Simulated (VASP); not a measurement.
Write the native input for VASP 6.6.1 that does the following.

* Task: band structure
* Functional: HSE06
* Potentials or basis: VASP PAW PBE potentials, release 64 (Ba_sv, Ti_sv, O)
* Cutoff: 450 eV
* k mesh: 6 × 6 × 6
* Occupations: gaussian, width 0.02 eV
* Spin: no spin polarisation
* Grid for exact exchange (PRECFOCK): Fast
* Screening parameter: 0.2 1/A
* Further INCAR settings: ALGO = Normal; EDIFF = 1e-06; NBANDS = 28

BaTiO3:

```xyz
5
Lattice="3.9965 0.0000 0.0000 0.0000 3.9965 0.0000 0.0000 0.0000 4.2195" Properties=species:S:1:pos:R:3 pbc="T T T"
Ba    1.9983    1.9983    2.4885
Ti    0.0000    0.0000    0.4585
O     0.0000    1.9983    0.2583
O     1.9983    0.0000    0.2583
O     0.0000    0.0000    2.2748
```

The cell is a database's computed one.

These files were run (other wordings do the same):

POSCAR

```
BaTiO3                                  
1.0
    3.9965374438      0.0000000000      0.0000000000
    0.0000000000      3.9965374438      0.0000000000
    0.0000000000      0.0000000000      4.2194901027
  Ba              Ti              O             
     1     1     3
Direct
     0.5000000000000000    0.5000000000000000    0.5897714823185041
     0.0000000000000000    0.0000000000000000    0.1086709239354562
     0.0000000000000000    0.5000000000000000    0.0612164646736844
     0.5000000000000000    0.0000000000000000    0.0612164646736844
     0.0000000000000000    0.0000000000000000    0.5391216543986843
```

INCAR.step1

```
SYSTEM = BaTiO3
  PREC = Accurate
  ENCUT = 450
  EDIFF = 1E-5
  ISMEAR = 0
  SIGMA = 0.02
  LREAL = .FALSE.
  LASPH = .TRUE.
  NELM = 120
  ALGO = Normal
  ISIF = 2
  LWAVE = .TRUE.
  LCHARG = .FALSE.
  LMAXMIX = 4
  NBANDS = 28
  KPAR = 4
  GGA = PE
```

INCAR.step2

```
SYSTEM = BaTiO3
  PREC = Accurate
  ENCUT = 450
  EDIFF = 1E-6
  ISMEAR = 0
  SIGMA = 0.02
  LREAL = .FALSE.
  LASPH = .TRUE.
  NELM = 120
  ALGO = Normal
  ISIF = 2
  LWAVE = .FALSE.
  LCHARG = .FALSE.
  LMAXMIX = 4
  GGA = PE
  LHFCALC = .TRUE.
  HFSCREEN = 0.2
  PRECFOCK = Fast
  NBANDS = 28
  KPAR = 4
  ISTART = 1
```

KPOINTS

```
regular mesh
0
G
  6 6 6
  0 0 0
```

KPOINTS_OPT

```
path GXMGZRAZ,XR,MA
12
line-mode
reciprocal
 0.0000000000  0.0000000000  0.0000000000  G
 0.0000000000  0.5000000000  0.0000000000  X

 0.0000000000  0.5000000000  0.0000000000  X
 0.5000000000  0.5000000000  0.0000000000  M

 0.5000000000  0.5000000000  0.0000000000  M
 0.0000000000  0.0000000000  0.0000000000  G

 0.0000000000  0.0000000000  0.0000000000  G
 0.0000000000  0.0000000000  0.5000000000  Z

 0.0000000000  0.0000000000  0.5000000000  Z
 0.0000000000  0.5000000000  0.5000000000  R

 0.0000000000  0.5000000000  0.5000000000  R
 0.5000000000  0.5000000000  0.5000000000  A

 0.5000000000  0.5000000000  0.5000000000  A
 0.0000000000  0.0000000000  0.5000000000  Z

 0.0000000000  0.5000000000  0.0000000000  X
 0.0000000000  0.5000000000  0.5000000000  R

 0.5000000000  0.5000000000  0.0000000000  M
 0.5000000000  0.5000000000  0.5000000000  A
```

Potentials or basis: VASP PAW PBE potentials, release 64 (Ba_sv, Ti_sv, O).

The run is started by

```bash
$ cat potpaw_PBE.64/Ba_sv/POTCAR potpaw_PBE.64/Ti_sv/POTCAR potpaw_PBE.64/O/POTCAR > POTCAR
$ cp INCAR.step1 INCAR
$ mpirun -np 4 vasp_std > vasp.out
$ cp INCAR.step2 INCAR
$ mpirun -np 4 vasp_std > vasp.out
```

Results of the run:

* Largest force: 0.509 eV/Å
* Band gap on the k mesh: 3.23 eV, indirect (least direct gap 3.80 eV)
* Band gap along the path: 3.23 eV, indirect (least direct gap 3.80 eV)

Caveat: the PAW data sets were made with another functional, which shifts forces and pressure a little; spin-orbit coupling is left out, which moves the levels of the heavy elements.

Wall time 120 min on 4 MPI ranks on Intel(R) Xeon(R) Platinum 8488C (Sapphire Rapids), on a shared host, peak memory 0.48 GiB a rank.
